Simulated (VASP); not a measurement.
MoSe (relaxed from the NiAs type structure, space group P6_3/mmc): computed properties

Calculation: PBE GGA, VASP's PBE PAW potentials (set 64) (plane waves; VASP).

- space group = P6_3/mmc (194)
- cell = a = b = 3.2757 Å, c = 7.1770 Å, α = β = 90.00°, γ = 120.00°
- volume per atom = 16.67 Å³/atom
- band gap (over mesh and band path) = none (metal, semimetal or under 0.01 eV)
- density = 8.71 g/cm³

```
CELL_PARAMETERS angstrom
      3.27573     0.00000     0.00000
     -1.63787     2.83687     0.00000
      0.00000     0.00000     7.17699
ATOMIC_POSITIONS crystal
  Mo 0.00000 0.00000 0.00000
  Mo 0.00000 0.00000 0.50000
  Se 0.33333 0.66667 0.25000
  Se 0.66667 0.33333 0.75000
```

The structure was generated: MoSe was put into the NiAs type type (P6_3/mmc), which need not be its known phase. It was relaxed first, which changed the volume by -33 %. Symmetry was kept, so distortions that lower it aren't found.
